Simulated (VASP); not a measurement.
Here is the system:

```
CELL_PARAMETERS angstrom
      4.59429     0.00000     0.00000
      0.00000     4.59429     0.00000
      0.00000     0.00000     2.94305
ATOMIC_POSITIONS crystal
  Ti 0.00000 0.00000 0.00000
  Ti 0.50000 0.50000 0.50000
  O  0.30426 0.30426 0.00000
  O  0.80426 0.19574 0.50000
  O  0.19574 0.80426 0.50000
  O  0.69574 0.69574 0.00000
```

These are PBEsol GGA, VASP's PBE PAW potentials (set 64) (plane waves; VASP) values and carry that method's errors. Settings: 530 eV cut-off, 5×5×7 Γ-centred mesh, Gaussian smearing of 0.050 eV, potentials Ti_sv O.

Q: Predict the energy per atom (σ→0), band gap (on the k-mesh) with the smallest direct gap where there is one.

A: 
| Item | Result |
|---|---|
| band gap (on the k-mesh) | 1.83 eV |
| smallest direct gap (on the k-mesh) | 1.83 eV |
| energy per atom (σ→0) | -9.350 eV/atom |

Only differences to runs with the same potentials and settings are physical.

The compound is TiO2 in the rutile structure. It was relaxed first. The start is the result of an earlier pass.
